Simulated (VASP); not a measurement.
A convergence study with VASP on V (bcc): a few settings are varied, all else stays as given below, so the limit is that of these other settings. The cell's lengths are 1 % over those of the tabulated start, so it is off equilibrium.

```
CELL_PARAMETERS angstrom
     -1.53015     1.53015     1.53015
      1.53015    -1.53015     1.53015
      1.53015     1.53015    -1.53015
ATOMIC_POSITIONS crystal
  V  0.00000 0.00000 0.00000
```

These are PBE GGA, VASP's PBE PAW potentials (set 64) (plane waves; VASP 6.6.1) values and carry that method's errors. The last row used: LREAL = Auto, 600 eV cut-off, 14×14×14 Γ-centred mesh, first-order Methfessel-Paxton smearing of 0.10 eV, potentials V_sv.

| setting | E (eV/atom) | pressure (GPa) | plane waves |
|---|---|---|---|
| ENCUT = 300, LREAL = .FALSE., PREC = Normal | -8.9742 | -10.93 | 178 |
| ENCUT = 400, LREAL = .FALSE., PREC = Normal | -8.9684 | -11.83 | 268 |
| ENCUT = 500, LREAL = .FALSE., PREC = Normal | -8.9693 | -10.52 | 376 |
| ENCUT = 600, LREAL = .FALSE., PREC = Normal | -8.9694 | -10.44 | 490 |
| ENCUT = 500, LREAL = .FALSE., PREC = Accurate | -8.9694 | -10.51 | 376 |
| ENCUT = 600, LREAL = .FALSE., PREC = Accurate | -8.9694 | -10.45 | 490 |
| ENCUT = 300, LREAL = Auto, PREC = Normal | (withheld) | (withheld) | 178 |
| ENCUT = 400, LREAL = Auto, PREC = Normal | -8.9710 | -11.88 | 268 |
| ENCUT = 500, LREAL = Auto, PREC = Normal | -8.9714 | -11.08 | 376 |
| ENCUT = 600, LREAL = Auto, PREC = Normal | -8.9704 | -10.38 | 490 |
| ENCUT = 300, LREAL = Auto, PREC = Accurate | -8.9747 | -10.86 | 178 |
| ENCUT = 400, LREAL = Auto, PREC = Accurate | -8.9686 | -11.93 | 268 |
| ENCUT = 500, LREAL = Auto, PREC = Accurate | -8.9694 | -10.47 | 376 |
| ENCUT = 600, LREAL = Auto, PREC = Accurate | (withheld) | (withheld) | 490 |

Problem. What belongs in the gaps?

Solution. 
- ENCUT = 300, LREAL = Auto, PREC = Normal, E (eV/atom): -8.9739
- ENCUT = 300, LREAL = Auto, PREC = Normal, pressure (GPa): -10.92
- ENCUT = 600, LREAL = Auto, PREC = Accurate, E (eV/atom): -8.9701
- ENCUT = 600, LREAL = Auto, PREC = Accurate, pressure (GPa): -10.46

Left out are rungs that failed or repeat a setting and relaxations that didn't move; long series are thinned to 24 rows.

The compound is V in the bcc structure. The cell was not relaxed at this level. The run is not spin-polarised, so no magnetic state was tried.
